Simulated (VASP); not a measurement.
Method: PBEsol GGA, VASP's PBE PAW potentials (set 64) (plane waves; VASP).

Input for VASP

### KPOINTS
```
kpoints
0
G
  8 8 8
```

POSCAR:
```
CuI
1
    0.0000000000     2.9729733267     2.9729733267
    2.9729733267     0.0000000000     2.9729733267
    2.9729733267     2.9729733267     0.0000000000
Cu I
1 1
Direct
  0.0000000000   0.0000000000   0.0000000000
  0.2500000000   0.2500000000   0.2500000000
```

### INCAR
```
ALGO  =  Normal
EDIFF  =  1E-7
ENCUT  =  520
GGA  =  PS
ISIF  =  2
ISMEAR  =  0
LASPH  =  .TRUE.
LCHARG  =  .FALSE.
LMAXMIX  =  4
LREAL  =  .FALSE.
LWAVE  =  .FALSE.
NELM  =  100
PREC  =  Accurate
SIGMA  =  0.05
SYSTEM  =  CuI
```

POTCAR, in this order: Cu I (PBE.64 set). Program: vasp_std.

Output of the run:

### OSZICAR
```
       N       E                     dE             d eps       ncg     rms          rms(c)
DAV:   1     0.106237752945E+03    0.10624E+03   -0.80937E+03   754   0.149E+03
DAV:   2     0.142662594598E+01   -0.10481E+03   -0.99033E+02   774   0.269E+02
DAV:   3    -0.639386330546E+01   -0.78205E+01   -0.77190E+01  1015   0.838E+01
DAV:   4    -0.665436928164E+01   -0.26051E+00   -0.26037E+00   907   0.139E+01
DAV:   5    -0.666211250584E+01   -0.77432E-02   -0.77431E-02  1065   0.251E+00    0.628E+00
DAV:   6    -0.656819260315E+01    0.93920E-01   -0.56098E+00   790   0.693E+01    0.413E+00
DAV:   7    -0.632316334274E+01    0.24503E+00   -0.12235E+00   839   0.421E+01    0.183E+00
DAV:   8    -0.632662380449E+01   -0.34605E-02   -0.98021E-02  1101   0.647E+00    0.662E-01
DAV:   9    -0.632068613270E+01    0.59377E-02   -0.25266E-02   932   0.498E+00    0.247E-01
DAV:  10    -0.632079273955E+01   -0.10661E-03   -0.95800E-04   904   0.274E-01    0.202E-01
DAV:  11    -0.632066560408E+01    0.12714E-03   -0.66593E-04  1078   0.871E-01    0.433E-02
DAV:  12    -0.632068180457E+01   -0.16200E-04   -0.14047E-04  1191   0.120E-01    0.484E-02
DAV:  13    -0.632068302868E+01   -0.12241E-05   -0.24028E-06  1171   0.264E-02    0.286E-02
DAV:  14    -0.632068342020E+01   -0.39152E-06   -0.13693E-06   941   0.136E-02    0.198E-02
DAV:  15    -0.632068227827E+01    0.11419E-05   -0.16974E-06  1023   0.434E-02    0.771E-03
DAV:  16    -0.632068191496E+01    0.36330E-06   -0.92341E-07  1151   0.261E-02    0.128E-03
DAV:  17    -0.632068190077E+01    0.14189E-07   -0.57694E-08   432   0.613E-03
   1 F= -.63206819E+01 E0= -.63206819E+01  d E =-.360074E-14
```

**OUTCAR**
```
------------------------ aborting loop because EDIFF is reached ----------------------------------------
  FORCE on cell =-STRESS in cart. coord.  units (eV):
  Direction    XX          YY          ZZ          XY          YZ          ZX
  --------------------------------------------------------------------------------------
  Total       -0.0169301     -0.0169301     -0.0169301     -0.0000000      0.0000000     -0.0000000
  in kB       -0.5161392     -0.5161392     -0.5161392     -0.0000000      0.0000000     -0.0000000
  external PRESSURE =      -0.5161392 kB  Pullay stress =       0.0000000 kB
  volume of cell :       52.55
      direct lattice vectors                 reciprocal lattice vectors
     0.000000000  2.972973327  2.972973327    -0.168181798  0.168181798  0.168181798
     2.972973327  0.000000000  2.972973327     0.168181798 -0.168181798  0.168181798
     2.972973327  2.972973327  0.000000000     0.168181798  0.168181798 -0.168181798
  FREE ENERGIE OF THE ION-ELECTRON SYSTEM (eV)
  ---------------------------------------------------
  free  energy   TOTEN  =        -6.3206819008 eV

  energy  without entropy=       -6.3206819008  energy(sigma->0) =       -6.32068190
```
(Selected blocks of OUTCAR.)

The compound is CuI in the zinc blende structure. It was relaxed first, which changed the volume by -5 %.
